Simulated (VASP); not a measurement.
**ScAl3: structure and properties in VASP**

Aim: relax ScAl3 with r2SCAN + rVV10, compute its properties on that cell and hold them against experiment. The steps: full relaxation (r2SCAN + rVV10), single point with fields (r2SCAN + rVV10), bands along the symmetry lines (r2SCAN + rVV10), density of states (r2SCAN + rVV10), electric field gradients (r2SCAN + rVV10) and independent-particle dielectric function (r2SCAN + rVV10). The start is a computed cell from the Materials Project.

Method: r2SCAN with rVV10; plane waves and PAW (Sc_sv, Al), in VASP 6.6.1.

Experimental background.

“A Combined Experimental and First-Principles Based Assessment of Finite-Temperature Thermodynamic Properties of Intermetallic Al3Sc” (2021, pmc:8067998) quotes from earlier work for Al3Sc, L12 ordered cubic (bulk crystal, 300 K): lattice constant a (a at ambient temperature) 4.103 Å [Literature value at ambient temperature, not corrected to 0 K].

## 1. Starting point

Before any relaxation, the start is as follows. It takes space group Pm-3m (No. 221, cubic). The conventional cell has a = 4.088 Å, b = 4.088 Å, c = 4.088 Å, α = 90.00°, β = 90.00°, γ = 90.00°. Nearest to Sc lie 12 Al at 2.89 Å. Nearest to Al lie 4 Sc at 2.89 Å and 8 Al at 2.89 Å. Farther neighbours are not listed.

As a file:

```xyz
4
Lattice="4.0878 0.0000 0.0000 0.0000 4.0878 0.0000 0.0000 0.0000 4.0878" Properties=species:S:1:pos:R:3 pbc="T T T"
Sc    0.0000    0.0000    0.0000
Al    2.0439    0.0000    2.0439
Al    0.0000    2.0439    2.0439
Al    2.0439    2.0439    0.0000
```

## 2. Full relaxation (r2SCAN + rVV10)

The start need not lie at this functional's minimum. ISIF = 3 frees volume, shape and positions, and EDIFFG sets the threshold on forces and stress at which the search stops. r2SCAN adds the kinetic-energy density, costs more than a GGA and is run with LASPH. LUSE_VDW switches on a nonlocal correlation term for dispersion.

INCAR

```
SYSTEM = ScAl3
PREC = Accurate
ENCUT = 400
EDIFF = 1E-06
NELM = 100
ISMEAR = 1
SIGMA = 0.2
LREAL = .FALSE.
ALGO = Normal
METAGGA = R2SCAN
LUSE_VDW = .TRUE.
IVDW_NL = 2
BPARAM = 11.95
CPARAM = 0.0093
LASPH = .TRUE.
NBANDS = 16
LORBIT = 11
LWAVE = .FALSE.
LCHARG = .FALSE.
KPAR = 4
IBRION = 2
NSW = 60
ISIF = 3
EDIFFG = -0.01
```

POSCAR

```
ScAl3
1.0
    4.0878065700      0.0000000000      0.0000000000
    0.0000000000      4.0878065700      0.0000000000
    0.0000000000      0.0000000000      4.0878065700
Sc Al
1 3
Direct
    0.0000000000      0.0000000000      0.0000000000
    0.5000000000      0.0000000000      0.5000000000
    0.0000000000      0.5000000000      0.5000000000
    0.5000000000      0.5000000000      0.0000000000
```

KPOINTS

```
Automatic mesh
0
Gamma
7 7 7
0 0 0
```

PAW data sets: Sc_sv and Al (PBE family, release 64).

Started as:

```console
$ mpirun -np 4 vasp_std
```

Log:

```text
[banner, memory and clock lines left out]
running    4 mpi-ranks, on    1 nodes
 distrk:  each k-point on    1 cores,    4 groups
 distr:  one band on    1 cores,    1 groups

 POSCAR found type information on POSCAR ScAl
 POSCAR found :  2 types and       4 ions
|                                                                             |
|               ----> ADVICE to this user running VASP <----                  |
|                                                                             |
|     You have switched on vdW-DFT.                                           |
|     This routine was written and supplied by Jiri Klimes. We recommend      |
|     that you carefully read and cite the following publications:            |
|       J. Klimes, D.R. Bowler, A. Michelides                                 |
|          J. Phys.: Cond Matt. 22 022201 (2010)                              |
|       J. Klimes, D.R. Bowler, A. Michelides                                 |
|          Phys. Rev. B. 83, 195131 (2011)                                    |
|     and references therein.                                                 |
|                                                                             |

|                                                                             |
|               ----> ADVICE to this user running VASP <----                  |
|                                                                             |
|     You enforced a specific xc type in the INCAR file but a different       |
|     [... a line on the potential file left out ...]
|     I HOPE YOU KNOW WHAT YOU ARE DOING!                                     |
|                                                                             |

 LDA part: xc-table for (None), standard interpolation
 POSCAR, INCAR and KPOINTS ok, starting setup
 FFT: planning ... GRIDC
 FFT: planning ... GRID_SOFT
 FFT: planning ... GRID
 WAVECAR not read
 entering main loop
       N       E                     dE             d eps       ncg     rms          rms(c)
Total rVV10 correction in eV:      0.4712662    26.5390754
Total rVV10 correction in eV:      0.4712662    26.5390754
Total rVV10 correction in eV:      0.4712662    26.5390754
Total rVV10 correction in eV:      0.4712662    26.5390754
DAV:   1     0.777195166943E+02    0.77720E+02   -0.74894E+03   640   0.955E+02
DAV:   2    -0.323414579532E+02   -0.11006E+03   -0.10801E+03   672   0.299E+02
DAV:   3    -0.367175279234E+02   -0.43761E+01   -0.43008E+01   992   0.538E+01
DAV:   4    -0.367944982734E+02   -0.76970E-01   -0.76904E-01   864   0.772E+00
DAV:   5    -0.367969354879E+02   -0.24372E-02   -0.24370E-02   952   0.135E+00    0.120E+01
Total rVV10 correction in eV:      0.4579921    26.5390747
Total rVV10 correction in eV:      0.4579921    26.5390747
Total rVV10 correction in eV:      0.4579921    26.5390747
Total rVV10 correction in eV:      0.4579921    26.5390747
DAV:   6    -0.330502211696E+02    0.37467E+01   -0.48052E+00   912   0.304E+01    0.461E+00
Total rVV10 correction in eV:      0.4553634    26.5390747
Total rVV10 correction in eV:      0.4553634    26.5390747
Total rVV10 correction in eV:      0.4553634    26.5390747
Total rVV10 correction in eV:      0.4553634    26.5390747
DAV:   7    -0.330539831825E+02   -0.37620E-02   -0.18378E-01   928   0.398E+00    0.202E+00
Total rVV10 correction in eV:      0.4549236    26.5390747
Total rVV10 correction in eV:      0.4549236    26.5390747
Total rVV10 correction in eV:      0.4549236    26.5390747
Total rVV10 correction in eV:      0.4549236    26.5390747
DAV:   8    -0.330559263007E+02   -0.19431E-02   -0.43047E-02  1048   0.222E+00    0.465E-01
Total rVV10 correction in eV:      0.4544681    26.5390747
Total rVV10 correction in eV:      0.4544681    26.5390747
Total rVV10 correction in eV:      0.4544681    26.5390747
Total rVV10 correction in eV:      0.4544681    26.5390747
DAV:   9    -0.330549759372E+02    0.95036E-03   -0.13423E-02  1040   0.120E+00    0.165E-01
Total rVV10 correction in eV:      0.4545718    26.5390747
Total rVV10 correction in eV:      0.4545718    26.5390747
Total rVV10 correction in eV:      0.4545718    26.5390747
Total rVV10 correction in eV:      0.4545718    26.5390747
DAV:  10    -0.330549684210E+02    0.75162E-05   -0.71430E-04   968   0.281E-01    0.104E-01
Total rVV10 correction in eV:      0.4546214    26.5390747
Total rVV10 correction in eV:      0.4546214    26.5390747
Total rVV10 correction in eV:      0.4546214    26.5390747
Total rVV10 correction in eV:      0.4546214    26.5390747
DAV:  11    -0.330549689651E+02   -0.54413E-06   -0.66645E-05   776   0.528E-02    0.169E-02
Total rVV10 correction in eV:      0.4546238    26.5390747
Total rVV10 correction in eV:      0.4546238    26.5390747
Total rVV10 correction in eV:      0.4546238    26.5390747
Total rVV10 correction in eV:      0.4546238    26.5390747
DAV:  12    -0.330549704926E+02   -0.15275E-05   -0.23964E-05   720   0.310E-02    0.573E-03
Total rVV10 correction in eV:      0.4546296    26.5390747
Total rVV10 correction in eV:      0.4546296    26.5390747
Total rVV10 correction in eV:      0.4546296    26.5390747
Total rVV10 correction in eV:      0.4546296    26.5390747
DAV:  13    -0.330549697071E+02    0.78553E-06   -0.14040E-06   704   0.124E-02
Total rVV10 correction in eV:      0.4546326    26.5390747
Total rVV10 correction in eV:      0.4546326    26.5390747
Total rVV10 correction in eV:      0.4546326    26.5390747
Total rVV10 correction in eV:      0.4546326    26.5390747
Total rVV10 correction in eV:      0.4546336    26.5390747
Total rVV10 correction in eV:      0.4546336    26.5390747
Total rVV10 correction in eV:      0.4546336    26.5390747
Total rVV10 correction in eV:      0.4546336    26.5390747
   1 F= -.33054970E+02 E0= -.33053510E+02  d E =-.330550E+02
 curvature:   0.00 expect dE= 0.000E+00 dE for cont linesearch  0.000E+00
 trial: gam= 0.00000 g(F)=  0.000E+00 g(S)=  0.266E-02 ort = 0.000E+00 (trialstep = 0.100E+01)
 search vector abs. value=  0.266E-02
 bond charge predicted
       N       E                     dE             d eps       ncg     rms          rms(c)
Total rVV10 correction in eV:      0.4539199    26.5390747
Total rVV10 correction in eV:      0.4539199    26.5390747
Total rVV10 correction in eV:      0.4539199    26.5390747
Total rVV10 correction in eV:      0.4539199    26.5390747
DAV:   1    -0.330670361893E+02   -0.12066E-01   -0.32595E-01   800   0.809E+00    0.866E-01
Total rVV10 correction in eV:      0.4528594    26.5390750
Total rVV10 correction in eV:      0.4528594    26.5390750
Total rVV10 correction in eV:      0.4528594    26.5390750
Total rVV10 correction in eV:      0.4528594    26.5390750
DAV:   2    -0.330565203678E+02    0.10516E-01   -0.55905E-02   896   0.304E+00    0.185E-01
Total rVV10 correction in eV:      0.4528801    26.5390750
Total rVV10 correction in eV:      0.4528801    26.5390750
Total rVV10 correction in eV:      0.4528801    26.5390750
Total rVV10 correction in eV:      0.4528801    26.5390750
DAV:   3    -0.330558763576E+02    0.64401E-03   -0.12671E-03   704   0.256E-01    0.979E-02
Total rVV10 correction in eV:      0.4528715    26.5390750
Total rVV10 correction in eV:      0.4528715    26.5390750
Total rVV10 correction in eV:      0.4528715    26.5390750
Total rVV10 correction in eV:      0.4528715    26.5390750
DAV:   4    -0.330557380983E+02    0.13826E-03   -0.43228E-04   856   0.191E-01    0.404E-02
Total rVV10 correction in eV:      0.4528656    26.5390750
Total rVV10 correction in eV:      0.4528656    26.5390750
Total rVV10 correction in eV:      0.4528656    26.5390750
Total rVV10 correction in eV:      0.4528656    26.5390750
DAV:   5    -0.330557474220E+02   -0.93237E-05   -0.48148E-05   976   0.882E-02    0.212E-02
Total rVV10 correction in eV:      0.4528755    26.5390750
Total rVV10 correction in eV:      0.4528755    26.5390750
Total rVV10 correction in eV:      0.4528755    26.5390750
Total rVV10 correction in eV:      0.4528755    26.5390750
DAV:   6    -0.330557468049E+02    0.61715E-06   -0.56726E-06   880   0.273E-02
Total rVV10 correction in eV:      0.4528850    26.5390750
Total rVV10 correction in eV:      0.4528850    26.5390750
Total rVV10 correction in eV:      0.4528850    26.5390750
Total rVV10 correction in eV:      0.4528850    26.5390750
Total rVV10 correction in eV:      0.4528750    26.5390750
Total rVV10 correction in eV:      0.4528750    26.5390750
Total rVV10 correction in eV:      0.4528750    26.5390750
Total rVV10 correction in eV:      0.4528750    26.5390750
   2 F= -.33055747E+02 E0= -.33054200E+02  d E =-.777098E-03
 trial-energy change:   -0.000777  1 .order   -0.000657   -0.002661    0.001346
 step:   0.7016(harm=  0.6640)  dis= 0.00000  next Energy=   -33.055944 (dE=-0.975E-03)
 bond charge predicted
       N       E                     dE             d eps       ncg     rms          rms(c)
Total rVV10 correction in eV:      0.4530894    26.5390750
Total rVV10 correction in eV:      0.4530894    26.5390750
Total rVV10 correction in eV:      0.4530894    26.5390750
Total rVV10 correction in eV:      0.4530894    26.5390750
DAV:   1    -0.330569845993E+02   -0.12372E-02   -0.29146E-02   808   0.242E+00    0.263E-01
Total rVV10 correction in eV:      0.4534155    26.5390749
Total rVV10 correction in eV:      0.4534155    26.5390749
Total rVV10 correction in eV:      0.4534155    26.5390749
Total rVV10 correction in eV:      0.4534155    26.5390749
DAV:   2    -0.330560070327E+02    0.97757E-03   -0.55850E-03   896   0.954E-01    0.548E-02
Total rVV10 correction in eV:      0.4534016    26.5390749
Total rVV10 correction in eV:      0.4534016    26.5390749
Total rVV10 correction in eV:      0.4534016    26.5390749
Total rVV10 correction in eV:      0.4534016    26.5390749
DAV:   3    -0.330559446399E+02    0.62393E-04   -0.14066E-04   800   0.807E-02    0.300E-02
Total rVV10 correction in eV:      0.4534031    26.5390749
Total rVV10 correction in eV:      0.4534031    26.5390749
Total rVV10 correction in eV:      0.4534031    26.5390749
Total rVV10 correction in eV:      0.4534031    26.5390749
DAV:   4    -0.330559273180E+02    0.17322E-04   -0.38800E-05   856   0.529E-02    0.109E-02
Total rVV10 correction in eV:      0.4534057    26.5390749
Total rVV10 correction in eV:      0.4534057    26.5390749
Total rVV10 correction in eV:      0.4534057    26.5390749
Total rVV10 correction in eV:      0.4534057    26.5390749
DAV:   5    -0.330559243711E+02    0.29469E-05   -0.46740E-06   872   0.292E-02    0.566E-03
Total rVV10 correction in eV:      0.4534030    26.5390749
Total rVV10 correction in eV:      0.4534030    26.5390749
Total rVV10 correction in eV:      0.4534030    26.5390749
Total rVV10 correction in eV:      0.4534030    26.5390749
DAV:   6    -0.330559240503E+02    0.32077E-06   -0.39829E-07   392   0.894E-03
Total rVV10 correction in eV:      0.4533989    26.5390749
Total rVV10 correction in eV:      0.4533989    26.5390749
Total rVV10 correction in eV:      0.4533989    26.5390749
Total rVV10 correction in eV:      0.4533989    26.5390749
Total rVV10 correction in eV:      0.4534030    26.5390749
Total rVV10 correction in eV:      0.4534030    26.5390749
Total rVV10 correction in eV:      0.4534030    26.5390749
Total rVV10 correction in eV:      0.4534030    26.5390749
   3 F= -.33055924E+02 E0= -.33054404E+02  d E =-.954343E-03
 curvature:  -0.33 expect dE=-0.979E-07 dE for cont linesearch -0.979E-07
 trial: gam= 0.00000 g(F)=  0.242E-68 g(S)=  0.299E-06 ort =-0.282E-04 (trialstep = 0.940E+00)
 search vector abs. value=  0.299E-06
 reached required accuracy - stopping structural energy minimisation
```

Run time: 1.7 min. Hardware: 4 MPI ranks of AMD EPYC 7R43, shared host; peak memory 0.92 GiB.

Lines that name or quote the potential files are left out of all logs, and their timing lines are given in words.

OUTCAR, selected parts (step 2):

```text
ion  position               nearest neighbor table
   1  0.000  0.000  0.000-   2 2.89   3 2.89   4 2.89   2 2.89   3 2.89   3 2.89   4 2.89   3 2.89
                             2 2.89   4 2.89   2 2.89   4 2.89
   2  0.500  0.000  0.500-   1 2.89   3 2.89   4 2.89   1 2.89   4 2.89   3 2.89   4 2.89   4 2.89
                             1 2.89   3 2.89   1 2.89   3 2.89
   3  0.000  0.500  0.500-   1 2.89   2 2.89   4 2.89   1 2.89   4 2.89   1 2.89   2 2.89   1 2.89
                             2 2.89   4 2.89   4 2.89   2 2.89
   4  0.500  0.500  0.000-   1 2.89   2 2.89   3 2.89   2 2.89   3 2.89   1 2.89   2 2.89   2 2.89
                             1 2.89   3 2.89   3 2.89   1 2.89

  LATTYP: Found a simple cubic cell.
 ALAT       =     4.0878065700

 Subroutine GETGRP returns: Found 48 space group operations
 (whereof 48 operations were pure point group operations)

The static configuration has the point symmetry O_h .

 Found     20 irreducible k-points:

   k-points           NKPTS =     20   k-points in BZ     NKDIM =     20   number of bands    NBANDS=     16

   dimension x,y,z NGX =    28 NGY =   28 NGZ =   28
   dimension x,y,z NGXF=    56 NGYF=   56 NGZF=   56

   ENCUT  =  400.0 eV  29.40 Ry    5.42 a.u.   6.67  6.67  6.67*2*pi/ulx,y,z

   NELECT =      20.0000    total number of electrons

 k-points in reciprocal lattice and weights: Automatic mesh
   0.00000000  0.00000000  0.00000000       0.003
   0.14285714  0.00000000  0.00000000       0.017
   0.28571429  0.00000000  0.00000000       0.017
   0.42857143  0.00000000  0.00000000       0.017
   0.14285714  0.14285714  0.00000000       0.035
   0.28571429  0.14285714  0.00000000       0.070
   0.42857143  0.14285714  0.00000000       0.070
   0.28571429  0.28571429  0.00000000       0.035
   0.42857143  0.28571429  0.00000000       0.070
[...]
0.42857143  0.42857143  0.28571429       0.070
   0.42857143  0.42857143  0.42857143       0.023

 average (electrostatic) potential at core
       1 -47.3200       2 -75.8797       3 -75.8797       4 -75.8797

 E-fermi :   7.2621

 k-point     1 :       0.0000    0.0000    0.0000
  band No.  band energies     occupation
    ...
      6       4.6304      2.00000
      7       4.6304      2.00000
      8       5.3498      2.00000
      9       5.3498      2.00000
     10       5.3498      2.00000
     11       8.6726     -0.00000
     12       8.7748     -0.00000
     13       8.7748     -0.00000
     14       8.7748     -0.00000
     15      12.7057      0.00000
    ...

 k-point     2 :       0.1429    0.0000    0.0000
  band No.  band energies     occupation
    ...
      6       3.2237      2.00000
      7       4.7803      2.00000
      8       5.3804      2.00000
      9       5.3804      2.00000
     10       6.2793      2.00000
     11       8.6487     -0.00000
     12       8.6487     -0.00000
     13       8.8393     -0.00000
     14       9.4303     -0.00000
     15      11.3228      0.00000
    ...

 k-point     3 :       0.2857    0.0000    0.0000
  band No.  band energies     occupation
    ...
      6       1.4620      2.00000
      7       5.1912      2.00000
      8       5.4452      2.00000
      9       5.4452      2.00000
     10       7.2798      0.85130
     11       8.4469     -0.00000
     12       8.4469     -0.00000
     13       8.9943     -0.00000
     14       9.8171     -0.00000
     15      10.4446     -0.00000
    ...

  Total        0.0028734      0.0028734      0.0028734     -0.0000000      0.0000000     -0.0000000
  in kB        0.0678631      0.0678631      0.0678631     -0.0000000      0.0000000     -0.0000000
  external PRESSURE =       0.0678631 kB  Pullay stress =       0.0000000 kB

  energy-cutoff  :      400.00
  volume of cell :       67.84
      direct lattice vectors                 reciprocal lattice vectors
     4.078426641  0.000000000 -0.000000000     0.245192592  0.000000000  0.000000000
    -0.000000000  4.078426641  0.000000000    -0.000000000  0.245192592  0.000000000
    -0.000000000 -0.000000000  4.078426641     0.000000000 -0.000000000  0.245192592

 POSITION                                       TOTAL-FORCE (eV/Angst)
 -----------------------------------------------------------------------------------
      0.00000      0.00000      0.00000        -0.000000      0.000000      0.000000
      2.03921      0.00000      2.03921        -0.000000      0.000000      0.000000
     -0.00000      2.03921      2.03921         0.000000     -0.000000      0.000000
      2.03921      2.03921      0.00000        -0.000000     -0.000000      0.000000
 -----------------------------------------------------------------------------------
    total drift:                               -0.000000     -0.000000     -0.000000

  FREE ENERGIE OF THE ION-ELECTRON SYSTEM (eV)
  ---------------------------------------------------
  free  energy   TOTEN  =       -33.0559240503 eV

  energy  without entropy=      -33.0513634290  energy(sigma->0) =      -33.05440384

 reached required accuracy - stopping structural energy minimisation

 total charge
# of ion       s       p       d       tot
------------------------------------------
    1        2.178   6.147   1.270   9.595
    2        0.414   0.401   0.000   0.815
    3        0.414   0.401   0.000   0.815
    4        0.414   0.401   0.000   0.815
--------------------------------------------------
tot          3.420   7.349   1.270  12.039

[... 3 further parts left out ...]
```

CONTCAR:

```
ScAl3
   1.00000000000000
     4.0784266406424692    0.0000000000000000   -0.0000000000000000
    -0.0000000000000000    4.0784266406424692    0.0000000000000000
    -0.0000000000000000   -0.0000000000000000    4.0784266406424692
  Sc              Al
     1     3
Direct
     0.0000000000000000    0.0000000000000000    0.0000000000000000
     0.5000000000000000    0.0000000000000000    0.5000000000000000
     0.0000000000000000    0.5000000000000000    0.5000000000000000
     0.5000000000000000    0.5000000000000000    0.0000000000000000
```

The k-mesh is coarse for a metal. The PAW data sets were made with PBE, which is usual practice but a small mismatch for other functionals. The run keeps the 48 symmetry operations of its start, so it cannot find a distortion of lower symmetry.

[end of part 1 of 5]

[Lines on the potential files, build, host, timing and source positions are cut from VASP's logs without a mark.]

[Logs are printed without paths, hosts, clocks, repeated set-up lines and the standing remarks that a program may print on its own settings, such as how far it seeks lower states.]

[Hosts, paths, dates, database ids (printed as entryN), source tags and the programs' standing remarks are cut or masked in the printed files.]

[Measured values are set beside computed ones only where the two were judged alike; some that the calculation misses by far are left out.]
